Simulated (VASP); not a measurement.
Method: PBE GGA, VASP's PBE PAW potentials (set 64) (plane waves; VASP).

A VASP calculation is set up with these files.

**INCAR**
```
ALGO = Normal
EDIFF = 1E-6
ENCUT = 520
GGA = PE
ISIF = 2
ISMEAR = -5
LASPH = .TRUE.
LCHARG = .FALSE.
LMAXMIX = 6
LREAL = .FALSE.
LWAVE = .FALSE.
NELM = 100
PREC = Accurate
SYSTEM = HfN
```

File POSCAR:
```
HfN
1
    0.0000000000     2.3052000000     2.3052000000
    2.3052000000     0.0000000000     2.3052000000
    2.3052000000     2.3052000000     0.0000000000
Hf N
1 1
Direct
  0.0000000000   0.0000000000   0.0000000000
  0.5000000000   0.5000000000   0.5000000000
```

File KPOINTS:
```
Automatic mesh
0
Gamma
12 12 12
0 0 0
```

POTCAR, in this order: Hf_pv N (PBE.64 set). Program: vasp_std.

What VASP printed:

OSZICAR:
```
       N       E                     dE             d eps       ncg     rms          rms(c)
DAV:   1     0.386239906185E+02    0.38624E+02   -0.83186E+03  1584   0.128E+03
DAV:   2    -0.223284572355E+02   -0.60952E+02   -0.58008E+02  2041   0.251E+02
DAV:   3    -0.247150171281E+02   -0.23866E+01   -0.23679E+01  2068   0.430E+01
DAV:   4    -0.247372732773E+02   -0.22256E-01   -0.22242E-01  1900   0.420E+00
DAV:   5    -0.247377240355E+02   -0.45076E-03   -0.45471E-03  2063   0.403E-01    0.436E+01
DAV:   6    -0.218244438818E+02    0.29133E+01   -0.16290E+01  1839   0.278E+01    0.376E+01
DAV:   7    -0.217393398888E+02    0.85104E-01   -0.74423E-01  1791   0.776E+00    0.252E+01
DAV:   8    -0.217242576531E+02    0.15082E-01   -0.18536E-01  1820   0.397E+00    0.639E+00
DAV:   9    -0.217109702100E+02    0.13287E-01   -0.72665E-02  1869   0.190E+00    0.144E+00
DAV:  10    -0.217105289936E+02    0.44122E-03   -0.25098E-03  1872   0.471E-01    0.290E-01
DAV:  11    -0.217105321951E+02   -0.32015E-05   -0.21204E-04  1989   0.129E-01    0.396E-02
DAV:  12    -0.217105333421E+02   -0.11470E-05   -0.20957E-05  1951   0.394E-02    0.334E-02
DAV:  13    -0.217105319644E+02    0.13776E-05   -0.11712E-06  1014   0.109E-02    0.232E-03
DAV:  14    -0.217105320283E+02   -0.63833E-07   -0.13532E-07   921   0.400E-03
   1 F= -.21710532E+02 E0= -.21710532E+02  d E =0.000000E+00
```

OUTCAR:
```
------------------------ aborting loop because EDIFF is reached ----------------------------------------
  FORCE on cell =-STRESS in cart. coord.  units (eV):
  Direction    XX          YY          ZZ          XY          YZ          ZX
  --------------------------------------------------------------------------------------
  Total       -1.8481989     -1.8481989     -1.8481989      0.0000000      0.0000000      0.0000000
  in kB     -120.8658111   -120.8658111   -120.8658111      0.0000000      0.0000000      0.0000000
  external PRESSURE =    -120.8658111 kB  Pullay stress =       0.0000000 kB
  volume of cell :       24.50
      direct lattice vectors                 reciprocal lattice vectors
     0.000000000  2.305200000  2.305200000    -0.216900920  0.216900920  0.216900920
     2.305200000  0.000000000  2.305200000     0.216900920 -0.216900920  0.216900920
     2.305200000  2.305200000  0.000000000     0.216900920  0.216900920 -0.216900920
 POSITION                                       TOTAL-FORCE (eV/Angst)
 -----------------------------------------------------------------------------------
      0.00000      0.00000      0.00000        -0.000000     -0.000000     -0.000000
      2.30520      2.30520      2.30520         0.000000      0.000000      0.000000
 -----------------------------------------------------------------------------------
    total drift:                                0.000000     -0.000000     -0.000000
  FREE ENERGIE OF THE ION-ELECTRON SYSTEM (eV)
  ---------------------------------------------------
  free  energy   TOTEN  =       -21.7105320283 eV

  energy  without entropy=      -21.7105320283  energy(sigma->0) =      -21.71053203
```
(Selected blocks of OUTCAR.)

OUTCAR:
```
 val. band max:        7.9232502968   @ k =   0.1667   0.0000   0.0000

 cond. band min:       7.7477588001   @ k =   0.0833   0.0000   0.0000


 Fermi energy:         7.8852898756

 k-point     1 :       0.0000    0.0000    0.0000
  band No.  band energies     occupation
      1     -23.5417      2.00000
      2     -23.5417      2.00000
      3     -23.5417      2.00000
      4      -9.2972      2.00000
      5       4.9000      2.00000
      6       4.9000      2.00000
      7       4.9000      2.00000
      8       7.5328      2.00000
      9       7.5328      2.28580
     10       7.5328      2.28580
     11       9.0885      0.00000

 k-point     2 :       0.0833    0.0000    0.0000
  band No.  band energies     occupation
      1     -23.5967      2.00000
      2     -23.5465      2.00000
      3     -23.5465      2.00000
      4      -9.1578      2.00000
      5       4.2375      2.00000
      6       4.5379      2.00000
      7       4.5379      2.00000
      8       7.6830      1.99829
      9       7.7478      1.33953
     10       7.7478      0.81677
     11       9.6087      0.00000

 k-point     3 :       0.1667    0.0000    0.0000
  band No.  band energies     occupation
      1     -23.7435      2.00000
      2     -23.5598      2.00000
      3     -23.5598      2.00000
      4      -8.7686      2.00000
      5       2.9411      2.00000
      6       3.7942      2.00000
      7       3.7942      2.00000
      8       7.9233      1.34332
      9       8.2961     -0.03548
     10       8.2961      0.00084
     11      10.7623      0.00000

 k-point     4 :       0.2500    0.0000    0.0000
  band No.  band energies     occupation
      1     -23.9367      2.00000
      2     -23.5777      2.00000
      3     -23.5777      2.00000
      4      -8.2097      2.00000
      5       1.6003      2.00000
      6       3.0508      2.00000
      7       3.0508      2.00000
      8       8.3433     -0.15288
      9       9.0938      0.00000
...
```

For a metal the tetrahedron method with Blöchl corrections gives inexact stress and forces. Unless said otherwise, spin-orbit coupling is left out, though it shifts the bands of the heavy elements here.

The compound is HfN in the rock salt structure. The cell was not relaxed at this level. The run is one of a series of settings (ISMEAR = -5, SIGMA removed against the base run), some of them coarse on purpose. The electron count is odd and the run is not spin-polarised, which forces a metal.
